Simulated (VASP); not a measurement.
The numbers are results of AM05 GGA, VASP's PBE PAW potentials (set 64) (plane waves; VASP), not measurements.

VASP ran on this input.

File POSCAR:
```
TiCo
1
    2.8998636906     0.0000000000     0.0000000000
    0.0000000000     2.8998636906     0.0000000000
    0.0000000000     0.0000000000     2.8998636906
Ti Co
1 1
Direct
  0.0000000000   0.0000000000   0.0000000000
  0.5000000000   0.5000000000   0.5000000000
```

INCAR:
```
# general
SYSTEM   =  TiCo
PREC     =  Accurate
ENCUT    =  520
LREAL    =  .False.
LASPH    =  .True.

# electronic loop
EDIFF    =  1E-7
NELM     =  100
ALGO     =  Normal
LMAXMIX  =  4

# smearing
ISMEAR   =  1
SIGMA    =  0.1

# functional
GGA      =  AM

# ions
ISIF     =  2

# output
LWAVE    =  .False.
LCHARG   =  .False.
```

### KPOINTS
```
kpoints
0
Gamma
12 12 12
0 0 0
```

POTCAR, in this order: Ti_sv Co (PBE.64 set). Program: vasp_std.

Question: Predict the energy per atom (σ→0), pressure, band gap (on the k-mesh).

Answer: 
The energy per atom (σ→0) is -8.191 eV/atom. The band gap (on the k-mesh) is none (metal, semimetal or under 0.01 eV). The pressure is 5.99 GPa.

### OSZICAR
```
...
DAV:  10    -0.163850435437E+02    0.12802E-01   -0.78847E-02  3472   0.368E+00    0.466E-01
DAV:  11    -0.163835604795E+02    0.14831E-02   -0.86313E-03  3056   0.112E+00    0.225E-01
DAV:  12    -0.163831929495E+02    0.36753E-03   -0.17953E-03  3704   0.434E-01    0.503E-02
DAV:  13    -0.163831690830E+02    0.23866E-04   -0.96812E-05  2790   0.110E-01    0.316E-02
DAV:  14    -0.163831627885E+02    0.62946E-05   -0.34970E-05  3390   0.610E-02    0.522E-03
DAV:  15    -0.163831626089E+02    0.17955E-06   -0.13674E-06  2968   0.164E-02    0.154E-03
DAV:  16    -0.163831626408E+02   -0.31925E-07   -0.52893E-08  1494   0.302E-03
   1 F= -.16383163E+02 E0= -.16382773E+02  d E =-.116803E-02
```

The compound is TiCo in the CsCl type structure. This cell is one point of a volume scan, at 0.97 of the reference volume. The run is not spin-polarised, so no magnetic state was tried. The electron count is odd and the run is not spin-polarised, which forces a metal.
